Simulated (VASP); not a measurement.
Consider the following.

```xyz
4
Lattice="1.5929 -2.7590 0.0000 1.5929 2.7590 0.0000 0.0000 0.0000 5.1869" Properties=species:S:1:pos:R:3 pbc="T T T"
Ga     1.5929    -0.9197     2.5937
Ga     1.5929     0.9197     0.0002
N      1.5929    -0.9197     4.5487
N      1.5929     0.9197     1.9553
```

The numbers are results of PBE GGA with D4 dispersion, VASP's PBE PAW potentials (set 64) (plane waves; VASP), not measurements. Settings: 520 eV cut-off, 9×9×5 Γ-centred mesh, tetrahedra with Blöchl corrections, potentials Ga_d N.

The cores are frozen, which limits the accuracy of field gradients.

### Question
Give the principal components of the electric field gradient (V/Å²) and the asymmetry η at each nucleus.

### Answer

| atom | Vxx | Vyy | Vzz | η |
|---|---|---|---|---|
| Ga1 | -2.4 | -2.4 | 4.9 | 0.00 |
| Ga2 | -2.4 | -2.4 | 4.9 | 0.00 |
| N3 | -0.4 | -0.4 | 0.8 | 0.00 |
| N4 | -0.4 | -0.4 | 0.8 | 0.00 |

The compound is GaN in the wurtzite structure. It was relaxed first.
